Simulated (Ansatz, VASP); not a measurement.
This is a calculation of Cs3Pt for VASP 6.6.1. The cell comes from a database or a generator and needn't be the stable form of this composition.

INCAR

```
SYSTEM = Cs3Pt
PREC = Accurate
ENCUT = 520
EDIFF = 1E-6
ISMEAR = 0
SIGMA = 0.05
LREAL = .False.
LASPH = .True.
NELM = 60
ALGO = Fast
ISIF = 2
LWAVE = .False.
LCHARG = .True.
GGA = PS
LELF = .True.
LVHAR = .True.
```

KPOINTS

```
regular mesh
0
Gamma
  5 5 5
  0 0 0
```

File POSCAR:

```
Cs3Pt
5.7777
    0.999991865275      0.000000000000      0.000000000000
    0.000000000000      0.999991865275      0.000000000000
    0.000000000000      0.000000000000      0.999991865275
Pt Cs
1 3
Direct
    0.5000000000      0.5000000000      0.5000000000
    0.5000000000      0.0000000000      0.0000000000
    0.0000000000      0.5000000000      0.0000000000
    0.0000000000      0.0000000000      0.5000000000
```

Potentials or basis: VASP PAW PBE potentials, release 64 (Pt, Cs_sv).

Launch:

```console
$ cat potpaw_PBE.64/Pt/POTCAR potpaw_PBE.64/Cs_sv/POTCAR > POTCAR
$ mpirun -np 1 vasp_std > vasp.out
```

Question: What does the same run look like in Ansatz 0.2.0? Potentials or basis there: Ansatz PAW, cutoff 420 eV.

Answer: As run (cutoffs and basis follow the program's own potentials, and thresholds, step limits or extra output files can differ):

input.yaml

```yaml
crystal:
  lattice:
    - [5.777653, 0.0, 0.0]
    - [0.0, 5.777653, 0.0]
    - [0.0, 0.0, 5.777653]
  atoms:
    - { symbol: Pt, position: [0.5, 0.5, 0.5] }
    - { symbol: Cs, position: [0.5, 0.0, 0.0] }
    - { symbol: Cs, position: [0.0, 0.5, 0.0] }
    - { symbol: Cs, position: [0.0, 0.0, 0.5] }
hamiltonian:
  xc: pbesol
  pseudopotentials: { kind: paw }
kpoints:
  mp_grid: { grid: [5, 5, 5] }
scf:
  occupations: { method: gaussian, width: 0.05 }
output:
  forces: true
  stress: true
  eigenvalues: true
```

Potentials or basis: Ansatz PAW.

Launch:

```console
$ ansatz run input.yaml --threads 2 --pin off --max-ram 5632MiB --backend cpu --events-out ev --progress --plain --runs-dir out
```

Both were run:

|  | VASP | Ansatz |
| --- | --- | --- |
| Pressure | -1.3 GPa | -1.3 GPa |

Ansatz's pressure holds a Pulay term of +0.00 GPa for its cutoff of 420 eV, which the other run lacks.

The potentials hold 37 and 45 valence electrons a cell.

VASP's potentials were made for PBE. Ansatz's potentials were made for PBE.

Where Ansatz's input types no cutoff or centring, it takes its own default and a Γ-centred mesh.

Pressure is positive in compression.
